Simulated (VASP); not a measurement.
Given:

```xyz
1
Lattice="-1.5936 1.5936 1.5936 1.5936 -1.5936 1.5936 1.5936 1.5936 -1.5936" Properties=species:S:1:pos:R:3 pbc="T T T"
W      0.0000     0.0000     0.0000
```

Computed with PBE GGA, VASP's PBE PAW potentials (set 64) (plane waves; VASP). Numerical set-up: 520 eV cut-off, Gaussian smearing of 0.050 eV, potentials W_sv.

Unless said otherwise, spin-orbit coupling is left out, though it shifts the bands of the heavy elements here.

**Question.** Predict the band gap (along the path) with the smallest direct gap where there is one.

**Answer.** 
```json
{
 "band gap (along the path)": "none (metal, semimetal or under 0.01 eV)"
}
```

The absolute energy has meaning only against runs of the same code, potentials and settings.

The compound is W in the bcc structure. It was relaxed first.
